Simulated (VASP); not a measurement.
OSZICAR of a VASP run on RhI$_{3}$ (space group C2/m):

OSZICAR:
```
       N       E                     dE             d eps       ncg     rms          rms(c)
DAV:   1     0.290509806581E+03    0.29051E+03   -0.31438E+04  1726   0.121E+03
DAV:   2    -0.183107988600E+03   -0.47362E+03   -0.46358E+03  1883   0.280E+02
DAV:   3    -0.214431469546E+03   -0.31323E+02   -0.31044E+02  1691   0.693E+01
DAV:   4    -0.215118439341E+03   -0.68697E+00   -0.68564E+00  1684   0.110E+01
DAV:   5    -0.215140038703E+03   -0.21599E-01   -0.21597E-01  1859   0.194E+00    0.175E+01
DAV:   6    -0.205978860869E+03    0.91612E+01   -0.10806E+01  1531   0.278E+01    0.951E+00
DAV:   7    -0.199178381197E+03    0.68005E+01   -0.25316E+00  1495   0.162E+01    0.646E+00
DAV:   8    -0.197388353018E+03    0.17900E+01   -0.22589E+00  1562   0.618E+00    0.178E+00
DAV:   9    -0.198500027376E+03   -0.11117E+01   -0.81875E-01  1513   0.462E+00    0.195E+00
DAV:  10    -0.198363210239E+03    0.13682E+00   -0.14771E-01  1549   0.182E+00    0.402E-01
DAV:  11    -0.198560995350E+03   -0.19779E+00   -0.10745E-01  1531   0.169E+00    0.315E-01
DAV:  12    -0.198568402612E+03   -0.74073E-02   -0.10933E-02  1549   0.616E-01    0.161E-01
DAV:  13    -0.198568891304E+03   -0.48869E-03   -0.35121E-03  1537   0.357E-01    0.790E-02
DAV:  14    -0.198569889301E+03   -0.99800E-03   -0.82294E-04  1555   0.183E-01    0.363E-02
DAV:  15    -0.198569877274E+03    0.12026E-04   -0.60575E-05  1572   0.489E-02    0.119E-02
DAV:  16    -0.198569902017E+03   -0.24742E-04   -0.36224E-05  1552   0.404E-02    0.607E-03
DAV:  17    -0.198569904039E+03   -0.20222E-05   -0.10405E-05  1546   0.218E-02    0.823E-03
DAV:  18    -0.198569906658E+03   -0.26190E-05   -0.11283E-06   880   0.708E-03    0.479E-03
DAV:  19    -0.198569908623E+03   -0.19644E-05   -0.98852E-07   863   0.531E-03    0.240E-03
DAV:  20    -0.198569908721E+03   -0.98397E-07   -0.15219E-07   845   0.189E-03
   1 F= -.19856991E+03 E0= -.19856991E+03  d E =-.198570E+03
```

Problem. Which electronic solver shows in the log?

Solution. It is blocked Davidson (ALGO = Normal, or the opening steps of other solvers). The INCAR had ALGO = Normal.

Problem. Can the final energy be trusted as converged?

Solution. Self-consistency was reached. It stopped with EDIFF = 1E-6, NELM = 100, NSW = 60 and EDIFFG = -0.02 after 1 ionic step (r2SCAN meta-GGA, plane waves, VASP's PBE PAW potentials (set 64)).

The structure comes from a computed database's RhI3 entry (C2/m); how it stands against other phases isn't given here. It was relaxed first. The start is the result of an earlier pass.
